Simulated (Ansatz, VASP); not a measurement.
# NiTe2 in two plane-wave programs, part 2 of 2

One calculation is typed for both programs; each brings its own data sets. How far apart do they land? The cell is taken from a series of runs on this material, whose earlier steps may have relaxed, scaled, displaced or heated it; both programs get it as it stands.

VASP 6.6.1 and Ansatz 0.2.0.

So far: Set-up; Ansatz: zone-centre phonons, LDA.

### Step 3. VASP: zone-centre phonons, LDA

Level of this step: LDA, no spin polarisation; plane waves and PAW (Ni, Te) (VASP).

The same cell, functional (in two slightly different forms), mesh and smearing now go to VASP, with its own data sets.

Lines of VASP's logs that name or quote its potential files are left out, and so is its time.

File INCAR:

```
SYSTEM = NiTe2
PREC = Accurate
ENCUT = 600
EDIFF = 1E-08
NELM = 120
ISMEAR = 1
SIGMA = 0.15
LREAL = .FALSE.
ALGO = Normal
GGA = PW92
NBANDS = 17
LASPH = .TRUE.
LORBIT = 11
LWAVE = .FALSE.
LCHARG = .FALSE.
ISIF = 2
IBRION = 8
GGA_COMPAT = .FALSE.
NELMDL = -8
KPAR = 2
```

File POSCAR:

```
NiTe2
1.0
    3.6437744092      0.0000000000      0.0000000000
   -1.8218872046      3.1556012040      0.0000000000
    0.0000000000      0.0000000000     30.4240000000
Ni Te
1 2
Direct
    0.0000000000      0.0000000000      0.3286878780
    0.3333333333      0.6666666667      0.3738604238
    0.6666666667      0.3333333333      0.2835153322
```

File KPOINTS:

```
Automatic mesh
0
Gamma
15 15 1
0 0 0
```

PAW data sets: Ni and Te (LDA family, release 64).

Run with:

```
$ mpirun -np 2 vasp_std
```

Numbers of over 12 decimals in the logs are rounded to 6 here.

Output:

```text
[banner, memory and clock lines left out]
running    2 mpi-ranks, on    1 nodes
 distrk:  each k-point on    1 cores,    2 groups
 distr:  one band on    1 cores,    1 groups

 POSCAR found type information on POSCAR NiTe
 POSCAR found :  2 types and       3 ions
|                                                                             |
|               ----> ADVICE to this user running VASP <----                  |
|                                                                             |
|     You enforced a specific xc type in the INCAR file but a different       |
|     [... a line on the potential file left out ...]
|     I HOPE YOU KNOW WHAT YOU ARE DOING!                                     |
|                                                                             |

 LDA part: xc-table for (Slater(with rela. corr.)+PW92), standard interpolation
 POSCAR, INCAR and KPOINTS ok, starting setup
 FFT: planning ... GRIDC
 FFT: planning ... GRID_SOFT
 FFT: planning ... GRID
 WAVECAR not read
 entering main loop
       N       E                     dE             d eps       ncg     rms          rms(c)
DAV:   1     0.145887054241E+03    0.14589E+03   -0.74113E+03   918   0.102E+03
DAV:   2    -0.105233166992E+01   -0.14694E+03   -0.14085E+03  1193   0.211E+02
DAV:   3    -0.152478331073E+02   -0.14196E+02   -0.14049E+02  1233   0.720E+01
DAV:   4    -0.157273600687E+02   -0.47953E+00   -0.46827E+00  1389   0.135E+01
DAV:   5    -0.157357677604E+02   -0.84077E-02   -0.84007E-02  1479   0.158E+00
DAV:   6    -0.157359575203E+02   -0.18976E-03   -0.18976E-03  1409   0.166E-01
DAV:   7    -0.157359640837E+02   -0.65634E-05   -0.65635E-05  1501   0.288E-02
DAV:   8    -0.157359643325E+02   -0.24885E-06   -0.24831E-06  1408   0.419E-03    0.146E+01
DAV:   9    -0.196058366265E+02   -0.38699E+01   -0.39861E+01   975   0.125E+02    0.220E+01
DAV:  10    -0.148936157025E+02    0.47122E+01   -0.82145E+00  1150   0.675E+01    0.643E+00
DAV:  11    -0.149373731777E+02   -0.43757E-01   -0.56377E+00  1277   0.475E+01    0.728E+00
DAV:  12    -0.145390018507E+02    0.39837E+00   -0.16072E+00  1074   0.239E+01    0.171E+00
DAV:  13    -0.145409167889E+02   -0.19149E-02   -0.13374E-01  1278   0.454E+00    0.163E+00
DAV:  14    -0.145350631283E+02    0.58537E-02   -0.18087E-02  1151   0.245E+00    0.733E-01
[...]
DAV:  26    -0.145346960585E+02   -0.10810E-05   -0.34939E-08   948   0.278E-03    0.532E-04
DAV:  27    -0.145346966777E+02   -0.61918E-06   -0.91208E-09   925   0.135E-03    0.211E-04
DAV:  28    -0.145346970454E+02   -0.36770E-06   -0.46670E-09   919   0.447E-04    0.292E-04
DAV:  29    -0.145346972419E+02   -0.19650E-06    0.89847E-10   850   0.251E-04    0.163E-04
DAV:  30    -0.145346973235E+02   -0.81538E-07    0.19947E-09   884   0.219E-04    0.204E-04
DAV:  31    -0.145346973767E+02   -0.53196E-07    0.21136E-09   798   0.218E-04    0.105E-04
DAV:  32    -0.145346973917E+02   -0.15028E-07    0.23667E-09   857   0.111E-04    0.280E-05
DAV:  33    -0.145346973971E+02   -0.54595E-08    0.24520E-09   816   0.617E-05
   1 F= -.14534697E+02 E0= -.14534139E+02  d E =-.167635E-02
 Linear response reoptimize wavefunctions to high precision
DAV:   1    -0.145346974016E+02   -0.44761E-08    0.24508E-09   798   0.530E-05
DAV:   2    -0.145346974016E+02    0.27285E-11    0.24848E-09   862   0.138E-05
DAV:   3    -0.145346974017E+02   -0.73669E-10    0.24758E-09   788   0.696E-06
 Linear response DOF=           4
 Linear response progress:
  Degree of freedom:   1/  4
       N       E                     dE             d eps       ncg     rms          rms(c)
RMM:   1    -0.192371346326E+00   -0.19237E+00   -0.11232E-01  3649   0.257E+00
RMM:   2    -0.187142258864E+00    0.52291E-02   -0.40831E-03  3050   0.724E-01    0.213E-01
RMM:   3    -0.187208985437E+00   -0.66727E-04   -0.51428E-04  3286   0.158E-01    0.126E-01
RMM:   4    -0.187615469532E+00   -0.40648E-03   -0.17680E-04  3408   0.939E-02    0.121E-02
RMM:   5    -0.187650235820E+00   -0.34766E-04   -0.52274E-06  3618   0.224E-02    0.100E-02
RMM:   6    -0.187647827505E+00    0.24083E-05   -0.33280E-06  2993   0.215E-02    0.763E-03
RMM:   7    -0.187638545124E+00    0.92824E-05   -0.57225E-07  2899   0.878E-03    0.139E-03
RMM:   8    -0.187639733152E+00   -0.11880E-05   -0.95484E-08  3398   0.314E-03    0.602E-04
RMM:   9    -0.187637585822E+00    0.21473E-05   -0.15278E-08  3793   0.833E-04    0.502E-04
RMM:  10    -0.187637858422E+00   -0.27260E-06   -0.32423E-09  3134   0.817E-04    0.201E-04
RMM:  11    -0.187637630513E+00    0.22791E-06   -0.11034E-08  3775   0.246E-04    0.417E-05
RMM:  12    -0.187637616515E+00    0.13998E-07   -0.31369E-09  3943   0.656E-05    0.234E-05
RMM:  13    -0.187637642106E+00   -0.25591E-07   -0.14125E-10  3927   0.243E-05    0.179E-05
RMM:  14    -0.187637635390E+00    0.67156E-08    0.16894E-09  3376   0.295E-05    0.201E-05
 first order change of Fermi-energy   0.91549E-03
 force on displaced ion       1 direction 1 : -10.008   0.000   0.000
 Linear response progress:
  Degree of freedom:   2/  4
       N       E                     dE             d eps       ncg     rms          rms(c)
RMM:   1    -0.204192632482E+00   -0.20419E+00   -0.10916E-01  1611   0.255E+00
RMM:   2    -0.198279388135E+00    0.59132E-02   -0.37613E-03  1279   0.748E-01    0.218E-01
RMM:   3    -0.198321387231E+00   -0.41999E-04   -0.75406E-04  1509   0.179E-01    0.127E-01
RMM:   4    -0.198585035199E+00   -0.26365E-03   -0.27324E-04  1530   0.962E-02    0.500E-02
RMM:   5    -0.198705510135E+00   -0.12047E-03   -0.93593E-05  1573   0.492E-02    0.879E-03
RMM:   6    -0.198735773576E+00   -0.30263E-04   -0.33979E-06  1589   0.130E-02    0.502E-03
RMM:   7    -0.198735960654E+00   -0.18708E-06   -0.18136E-06  1339   0.145E-02    0.636E-03
RMM:   8    -0.198734474543E+00    0.14861E-05   -0.43434E-07  1256   0.973E-03    0.683E-04
RMM:   9    -0.198732598909E+00    0.18756E-05   -0.93513E-08  1605   0.182E-03    0.517E-04
RMM:  10    -0.198730935841E+00    0.16631E-05   -0.17872E-08  1588   0.655E-04    0.266E-04
RMM:  11    -0.198729569273E+00    0.13666E-05   -0.10178E-08  1594   0.468E-04    0.765E-05
RMM:  12    -0.198730082925E+00   -0.51365E-06   -0.17471E-09  1658   0.160E-04    0.396E-05
RMM:  13    -0.198730138302E+00   -0.55377E-07   -0.53492E-09  1541   0.124E-04    0.214E-05
RMM:  14    -0.198730113309E+00    0.24992E-07   -0.82718E-09  1660   0.816E-05    0.201E-05
RMM:  15    -0.198730115837E+00   -0.25283E-08   -0.14167E-08  1673   0.391E-05    0.811E-06
 first order change of Fermi-energy   0.26362E-02
 force on displaced ion       1 direction 3 :   0.000  -0.000 -10.797
 Linear response progress:
  Degree of freedom:   3/  4
       N       E                     dE             d eps       ncg     rms          rms(c)
RMM:   1    -0.404605776791E-01   -0.40461E-01    0.39824E-02  9310   0.123E+00
RMM:   2    -0.395492079557E-01    0.91137E-03   -0.29843E-03  5561   0.543E-01    0.696E-02
RMM:   3    -0.396631123892E-01   -0.11390E-03   -0.44786E-04  6042   0.134E-01    0.417E-02
RMM:   4    -0.396396066217E-01    0.23506E-04   -0.24437E-05  6372   0.366E-02    0.334E-02
RMM:   5    -0.396106103693E-01    0.28996E-04   -0.66629E-06  6374   0.205E-02    0.388E-03
RMM:   6    -0.396062455332E-01    0.43648E-05   -0.52073E-07  6767   0.505E-03    0.140E-03
RMM:   7    -0.396030505834E-01    0.31949E-05   -0.73976E-08  5824   0.302E-03    0.135E-03
RMM:   8    -0.395999304526E-01    0.31201E-05   -0.61732E-08  5484   0.255E-03    0.325E-04
RMM:   9    -0.395989348132E-01    0.99564E-06   -0.25803E-08  6864   0.742E-04    0.273E-04
RMM:  10    -0.395991384108E-01   -0.20360E-06    0.23037E-08  6835   0.240E-04    0.174E-04
RMM:  11    -0.395991064167E-01    0.31994E-07    0.20337E-08  6886   0.104E-04    0.240E-05
RMM:  12    -0.395989904855E-01    0.11593E-06    0.64138E-09  6711   0.509E-05    0.834E-06
RMM:  13    -0.395989948599E-01   -0.43744E-08    0.77991E-10  7034   0.225E-05    0.347E-06
 first order change of Fermi-energy   0.13057E-03
 force on displaced ion       2 direction 1 :  -5.385   0.002  -0.000
 Linear response progress:
  Degree of freedom:   4/  4
       N       E                     dE             d eps       ncg     rms          rms(c)
RMM:   1    -0.847209072592E-01   -0.84721E-01    0.51980E-02  2049   0.133E+00
RMM:   2    -0.830557504873E-01    0.16652E-02   -0.29999E-03  1393   0.526E-01    0.111E-01
RMM:   3    -0.830959049642E-01   -0.40154E-04   -0.67234E-04  1259   0.278E-01    0.118E-01
RMM:   4    -0.830489440708E-01    0.46961E-04   -0.43215E-04  1258   0.256E-01    0.846E-02
RMM:   5    -0.829751265877E-01    0.73817E-04   -0.57780E-05  1322   0.806E-02    0.646E-02
RMM:   6    -0.829672724282E-01    0.78542E-05   -0.13589E-05  1624   0.217E-02    0.341E-02
RMM:   7    -0.829403117896E-01    0.26961E-04   -0.90179E-06  1602   0.153E-02    0.405E-02
RMM:   8    -0.829383782225E-01    0.19336E-05   -0.16401E-06  1602   0.674E-03    0.169E-02
RMM:   9    -0.829384749986E-01   -0.96776E-07    0.81980E-09  1491   0.258E-03    0.880E-03
RMM:  10    -0.829442517537E-01   -0.57768E-05   -0.10890E-07  1471   0.226E-03    0.958E-03
RMM:  11    -0.829431431148E-01    0.11086E-05   -0.53353E-09  1528   0.918E-04    0.373E-03
RMM:  12    -0.829436365271E-01   -0.49341E-06   -0.10482E-08  1624   0.327E-04    0.224E-03
RMM:  13    -0.829460806545E-01   -0.24441E-05   -0.42139E-08  1608   0.503E-04    0.278E-04
RMM:  14    -0.829465025919E-01   -0.42194E-06   -0.79208E-09  1525   0.251E-04    0.115E-03
RMM:  15    -0.829472736163E-01   -0.77102E-06   -0.58453E-09  1563   0.201E-04    0.222E-04
RMM:  16    -0.829476756123E-01   -0.40200E-06    0.61366E-10  1538   0.175E-04    0.135E-04
RMM:  17    -0.829476774925E-01   -0.18802E-08   -0.61796E-08  1719   0.863E-05    0.851E-05
 first order change of Fermi-energy  -0.75775E+00
 force on displaced ion       2 direction 3 :   0.000   0.000  -8.271
 Linear response finished
```

OUTCAR, selected parts (step 3):

```text
ion  position               nearest neighbor table
   1  0.000  0.000  0.329-   2 2.51   3 2.51   2 2.51   3 2.51   3 2.51   2 2.51
   2  0.333  0.667  0.374-   1 2.51   1 2.51   1 2.51   3 3.46   3 3.46   3 3.46
   3  0.667  0.333  0.284-   1 2.51   1 2.51   1 2.51   2 3.46   2 3.46   2 3.46

  LATTYP: Found a hexagonal cell.
 ALAT       =     3.6437744092
 C/A-ratio  =     8.3495838610

 Subroutine GETGRP returns: Found 12 space group operations
 (whereof  6 operations were pure point group operations)

The static configuration has the point symmetry C_3v.
 The point group associated with its full space group is D_3d.

 Found     27 irreducible k-points:

   k-points           NKPTS =     27   k-points in BZ     NKDIM =     27   number of bands    NBANDS=     17

   dimension x,y,z NGX =    30 NGY =   30 NGZ =  250
   dimension x,y,z NGXF=    60 NGYF=   60 NGZF=  500

   ENCUT  =  600.0 eV  44.10 Ry    6.64 a.u.   7.28  7.28 60.76*2*pi/ulx,y,z

   NELECT =      22.0000    total number of electrons

 k-points in reciprocal lattice and weights: Automatic mesh
   0.00000000  0.00000000  0.00000000       0.004
   0.06666667  0.00000000  0.00000000       0.027
   0.13333333  0.00000000  0.00000000       0.027
   0.20000000 -0.00000000  0.00000000       0.027
   0.26666667  0.00000000  0.00000000       0.027
   0.33333333  0.00000000  0.00000000       0.027
   0.40000000  0.00000000  0.00000000       0.027
   0.46666667  0.00000000  0.00000000       0.027
   0.06666667  0.06666667  0.00000000       0.027
[...]
0.33333333  0.26666667  0.00000000       0.053
   0.33333333  0.33333333  0.00000000       0.009

 average (electrostatic) potential at core
       1 -94.0703       2 -97.8388       3 -97.8388

  Total        0.0005438      0.0005438     -0.0074118      0.0000000      0.0000000      0.0000000
  in kB        0.0024906      0.0024906     -0.0339457      0.0000000      0.0000000      0.0000000
  external PRESSURE =      -0.0096549 kB  Pullay stress =       0.0000000 kB

  energy-cutoff  :      600.00
  volume of cell :      349.82
      direct lattice vectors                 reciprocal lattice vectors
     3.643774409  0.000000000  0.000000000     0.274440700  0.158448412  0.000000000
    -1.821887205  3.155601204  0.000000000     0.000000000  0.316896824  0.000000000
     0.000000000  0.000000000 30.424000000     0.000000000  0.000000000  0.032868788

 POSITION                                       TOTAL-FORCE (eV/Angst)
 -----------------------------------------------------------------------------------
      0.00000      0.00000     10.00000        -0.000000      0.000000     -0.000000
     -0.00000      2.10373     11.37433         0.000000     -0.000000      0.001356
      1.82189      1.05187      8.62567        -0.000000      0.000000     -0.001356
 -----------------------------------------------------------------------------------
    total drift:                                0.000000      0.000000      0.000051

 Eigenvectors and eigenvalues of the dynamical matrix
 ----------------------------------------------------

   1 f  =    7.438267 THz    46.736011 2PiTHz  248.113887 cm-1    30.762188 meV
             X         Y         Z           dx          dy          dz
      0.000000  0.000000 10.000000     0.000000    0.000000    0.901444
     -0.000000  2.103734 11.374330     0.000000   -0.000000   -0.306104
      1.821887  1.051867  8.625670    -0.000000   -0.000000   -0.306104

   2 f  =    7.160374 THz    44.989954 2PiTHz  238.844352 cm-1    29.612912 meV
             X         Y         Z           dx          dy          dz
      0.000000  0.000000 10.000000     0.901599   -0.000002   -0.000000
     -0.000000  2.103734 11.374330    -0.305875    0.000001   -0.000000
      1.821887  1.051867  8.625670    -0.305875    0.000001   -0.000000

   3 f  =    7.160374 THz    44.989954 2PiTHz  238.844352 cm-1    29.612912 meV
             X         Y         Z           dx          dy          dz
      0.000000  0.000000 10.000000    -0.000002   -0.901599    0.000000
     -0.000000  2.103734 11.374330     0.000001    0.305875   -0.000000
      1.821887  1.051867  8.625670     0.000001    0.305875    0.000000

   4 f  =    4.616738 THz    29.007820 2PiTHz  153.997800 cm-1    19.093285 meV
             X         Y         Z           dx          dy          dz
      0.000000  0.000000 10.000000     0.000000    0.000000    0.000000
     -0.000000  2.103734 11.374330     0.000000   -0.000000   -0.707107
      1.821887  1.051867  8.625670    -0.000000    0.000000    0.707107

   5 f  =    3.322127 THz    20.873543 2PiTHz  110.814245 cm-1    13.739209 meV
             X         Y         Z           dx          dy          dz
      0.000000  0.000000 10.000000    -0.000000    0.000000    0.000000
     -0.000000  2.103734 11.374330    -0.707107    0.000020    0.000000
      1.821887  1.051867  8.625670     0.707107   -0.000020    0.000000

   6 f  =    3.322127 THz    20.873543 2PiTHz  110.814245 cm-1    13.739209 meV
             X         Y         Z           dx          dy          dz
      0.000000  0.000000 10.000000    -0.000000   -0.000000   -0.000000
     -0.000000  2.103734 11.374330    -0.000020   -0.707107   -0.000000
      1.821887  1.051867  8.625670     0.000020    0.707107   -0.000000

   7 f/i=    0.001306 THz     0.008206 2PiTHz    0.043564 cm-1     0.005401 meV
             X         Y         Z           dx          dy          dz
      0.000000  0.000000 10.000000    -0.238938   -0.360593    0.000000
     -0.000000  2.103734 11.374330    -0.352149   -0.531443    0.000000
      1.821887  1.051867  8.625670    -0.352149   -0.531443    0.000000

   8 f/i=    0.001306 THz     0.008206 2PiTHz    0.043564 cm-1     0.005401 meV
             X         Y         Z           dx          dy          dz
      0.000000  0.000000 10.000000    -0.360593    0.238938   -0.000000
     -0.000000  2.103734 11.374330    -0.531443    0.352149   -0.000000
      1.821887  1.051867  8.625670    -0.531443    0.352149   -0.000000

   9 f/i=    0.004035 THz     0.025352 2PiTHz    0.134589 cm-1     0.016687 meV
             X         Y         Z           dx          dy          dz
      0.000000  0.000000 10.000000     0.000000   -0.000000   -0.432897
     -0.000000  2.103734 11.374330     0.000000   -0.000000   -0.637417
      1.821887  1.051867  8.625670     0.000000   -0.000000   -0.637417

 ELASTIC MODULI CONTR FROM IONIC RELAXATION (kBar)
 Direction    XX          YY          ZZ          XY          YZ          ZX
 --------------------------------------------------------------------------------
 XX         -88.1739    -31.8531   -107.1672     -0.0000     49.9618      0.0000
 YY         -31.8531    -88.1739   -107.1672     -0.0000    -49.9618      0.0000
 ZZ        -107.1672   -107.1672   -191.3703     -0.0000      0.0000      0.0000
 XY          -0.0000     -0.0000     -0.0000    -28.1604      0.0000     49.7837
 YZ          49.9618    -49.9618      0.0000      0.0000    -88.6416     -0.0000
 ZX           0.0000      0.0000      0.0000     49.7837     -0.0000    -88.0107
 --------------------------------------------------------------------------------
```

This run has no spin polarisation, so a moment on Ni, if there is one, isn't seen.

### Step 4. Comparison

Known differences besides the potentials themselves: Ansatz cuts the interaction across the vacuum, VASP repeats the sheet without a dipole correction; the data sets hold 50 valence electrons in Ansatz (on its default PAW (the set named soft_2) files) and 22 in VASP; the cutoff is 420 eV in Ansatz and 600 eV in VASP; VASP's log shows a relativistic correction to its local exchange, Ansatz's none. Total energies have different zeros and are not compared.

The two programs side by side:

```tsv
quantity	Ansatz	VASP	difference
optical mode 1 to 2 (cm⁻¹)	111.3	110.8	+0.43 %
optical mode 3 (cm⁻¹)	154.7	154.0	+0.46 %
optical mode 4 to 5 (cm⁻¹)	239.7	238.8	+0.36 %
optical mode 6 (cm⁻¹)	248.9	248.1	+0.32 %
```

Modes are paired by rising frequency, not by their patterns, so a pair may set unlike modes beside each other; they are those without the splitting of longitudinal modes. Where the cell holds vacuum, a pressure given here is an average over it and none of the material.

### Step 5. Summary of results

* r.m.s. difference of the optical zone-centre modes, each program's sorted by frequency (zone-centre phonons, LDA): 0.71 cm⁻¹

**Reading.** The r.m.s. difference of the optical zone-centre modes, each program's sorted by frequency is 0.71 cm⁻¹ (zone-centre phonons, LDA). The data sets hold unlike numbers of valence electrons (50 in Ansatz and 22 in VASP), so part of the differences may come from the potentials. How closely two codes agree says nothing of how well the functional describes the real material.

[Lines on the potential files, build, host, timing and source positions are cut from VASP's logs without a mark.]

[Logs are printed without paths, hosts, clocks, repeated set-up lines and the standing remarks that a program may print on its own settings, such as how far it seeks lower states.]

[Hosts, paths, dates, database ids (printed as entryN), source tags and the programs' standing remarks are cut or masked in the printed files.]
